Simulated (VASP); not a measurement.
An input for Quantum ESPRESSO's pw.x (written as the equivalent of a VASP run, and not itself run):

```
&CONTROL
  calculation = 'scf'
  pseudo_dir = './pseudo'
  outdir = './out'
  tprnfor = .true.
  tstress = .true.
/
&SYSTEM
  ibrav = 0
  nat = 8
  ntyp = 3
  ecutwfc = 84
  occupations = 'tetrahedra'
  input_dft = 'pbesol'
/
&ELECTRONS
  conv_thr = 7.3e-09
  electron_maxstep = 100
/
ATOMIC_SPECIES
  Zr 91.224 Zr.upf
  C 12.011 C.upf
  Ti 47.867 Ti.upf
CELL_PARAMETERS angstrom
    -0.0000000    2.2958189    2.2958189
     2.2958189   -0.0000000    2.2958189
     9.1580956    9.1580956    0.0251798
ATOMIC_POSITIONS crystal
  Zr   0.0105004  0.0105004  0.9921247
  Zr   0.0000000  0.0000000  0.2500000
  Zr   0.9894996  0.9894996  0.5078753
  C    0.5051117  0.5051117  0.1211662
  C    0.4948883  0.4948883  0.3788338
  C    0.4846732  0.4846732  0.6364951
  C    0.5153268  0.5153268  0.8635049
  Ti   0.0000000  0.0000000  0.7500000
K_POINTS automatic
  13 13 4 0 0 0
```

Q: Translate this input to VASP (INCAR, KPOINTS, POSCAR, choice of POTCAR).

A: This is not unique; one that fits is 
POSCAR:
```
TiZr3C4
1.0
  0.0000000000   2.2958188519   2.2958188519
  2.2958188519   0.0000000000   2.2958188519
  9.1580956236   9.1580956236   0.0251797839
Zr C Ti
3 4 1
direct
  0.0105004455   0.0105004455   0.9921246658
  0.0000000000   0.0000000000   0.2500000000
  0.9894995545   0.9894995545   0.5078753342
  0.5051116858   0.5051116858   0.1211662356
  0.4948883142   0.4948883142   0.3788337644
  0.4846732083   0.4846732083   0.6364950937
  0.5153267917   0.5153267917   0.8635049063
  0.0000000000   0.0000000000   0.7500000000
```

**INCAR**
```
SYSTEM=TiZr3C4
PREC=Accurate; ENCUT=520; LREAL=.False.
LASPH=.True.
EDIFF=1E-7; NELM=100; ALGO=Normal
LMAXMIX=4
ISMEAR=-5
GGA=PS
ISIF=2
LWAVE=.False.; LCHARG=.True.; LORBIT=11
NEDOS=601
LEFG=.True.
```

### KPOINTS
```
kpoints
0
gamma
  13 13 4
0 0 0
```

POTCAR, in this order: Zr_sv C Ti_sv (PBE.64 set). Program: vasp_std.

What does not carry over: the potentials are each code's own (VASP's PAW set, PseudoDojo norm-conserving files in pw.x), so ENCUT and ecutwfc are chosen apart and not converted; conv_thr bounds pw.x's estimated SCF error, while EDIFF bounds the energy change between steps; the field gradients of LEFG aren't asked of the other code.

The structure was generated: TiZr3C4 was put into an ordered model structure (R-3m), which need not be its known phase. It was relaxed first.
